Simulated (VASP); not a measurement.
A convergence study with VASP on Si (diamond): one setting is varied, all else stays as given below, so the limit is that of these other settings. The cell's lengths are 1 % over those of the tabulated start and one atom is moved, so it is off equilibrium.

```
Si
1.0
    0.00000     2.74266     2.74266
    2.74266     0.00000     2.74266
    2.74266     2.74266     0.00000
Si
2
Direct
  0.00000   0.00000   0.00000
  0.23895   0.26105   0.26105
```

The numbers are results of PBEsol GGA, VASP's PBE PAW potentials (set 64) (plane waves; VASP), not measurements. The tightest run used: 1000 eV cut-off, 9×9×9 Γ-centred mesh, Gaussian smearing of 0.050 eV, potentials Si.

Gaps are read on the run's mesh, which can miss a band edge.

```csv
setting,E (eV/atom),pressure (GPa),largest force (eV/Å),gap on the mesh (eV),plane waves
ENCUT = 150,-5.6846,-2.36,0.780,0.203,178
ENCUT = 250,-5.7211,-2.45,0.766,0.187,378
ENCUT = 350,-5.7292,-2.33,0.764,0.184,624
```

Problem. These are the cheaper rows. Estimate the results at ENCUT = 1000, and how far the last row shown lies from them.

Solution. 
```json
[
 {"quantity": "E (eV/atom)", "tightest run": "-5.7299", "last row shown is off by": "0.0007"},
 {"quantity": "pressure (GPa)", "tightest run": "-2.28", "last row shown is off by": "-0.05"},
 {"quantity": "largest force (eV/Å)", "tightest run": "0.764", "last row shown is off by": "0.000"},
 {"quantity": "gap on the mesh (eV)", "tightest run": "0.183", "last row shown is off by": "0.001"}
]
```

Left out are rungs that failed or repeat a setting and relaxations that didn't move; long series are thinned to 24 rows.

The compound is Si in the diamond structure. The cell was not relaxed at this level, it is distorted from the ideal structure.
